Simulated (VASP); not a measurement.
These are r2SCAN meta-GGA, VASP's PBE PAW potentials (set 64) (plane waves; VASP) values and carry that method's errors.

A VASP calculation is set up with these files.

File POSCAR:
```
RuSi
1
    4.6886946063     0.0000000000     0.0000000000
    0.0000000000     4.6886946063     0.0000000000
    0.0000000000    -0.0000000000     4.6886946063
Si Ru
4 4
Direct
  0.1618605321   0.3381394679   0.6618605321
  0.6618605321   0.1618605321   0.3381394679
  0.8381394679   0.8381394679   0.8381394679
  0.3381394679   0.6618605321   0.1618605321
  0.8687063545   0.6312936455   0.3687063545
  0.3687063545   0.8687063545   0.6312936455
  0.1312936455   0.1312936455   0.1312936455
  0.6312936455   0.3687063545   0.8687063545
```

### KPOINTS
```
Automatic mesh
0
Gamma
4 4 4
0 0 0
```

INCAR:
```
ALGO = Normal
EDIFF = 1E-6
EDIFFG = -0.02
ENCUT = 400
IBRION = 2
ISIF = 3
ISMEAR = 0
LASPH = T
LCHARG = F
LMAXMIX = 4
LMIXTAU = T
LREAL = F
LWAVE = F
METAGGA = R2SCAN
NELM = 100
NSW = 60
PREC = Accurate
SIGMA = 0.05
SYSTEM = RuSi
```

POTCAR, in this order: Si Ru_pv (PBE.64 set). Program: vasp_std.

**Question.** What does the run give for the energy per atom (σ→0), volume per atom?

**Answer.** 
The energy per atom (σ→0) is -17.754 eV/atom and the volume per atom is 13.02 Å³/atom.

### OSZICAR
```
...
DAV:   3    -0.142031618040E+03   -0.98808E-04   -0.12483E-03  1286   0.193E-01    0.639E-02
DAV:   4    -0.142031604014E+03    0.14027E-04   -0.26589E-04  1036   0.108E-01    0.236E-02
DAV:   5    -0.142031618213E+03   -0.14200E-04   -0.18151E-04   979   0.973E-02    0.140E-02
DAV:   6    -0.142031631966E+03   -0.13752E-04   -0.35413E-05   970   0.439E-02    0.761E-03
DAV:   7    -0.142031628265E+03    0.37003E-05   -0.13525E-05   979   0.254E-02    0.247E-03
DAV:   8    -0.142031634257E+03   -0.59916E-05   -0.47467E-06   879   0.148E-02    0.982E-04
DAV:   9    -0.142031634382E+03   -0.12512E-06   -0.24738E-07   491   0.311E-03
   5 F= -.14203163E+03 E0= -.14203163E+03  d E =-.259775E-02
```

The compound is RuSi in the B20 structure. This run relaxes it. Symmetry was kept, so distortions that lower it aren't found. The start is the result of an earlier pass.
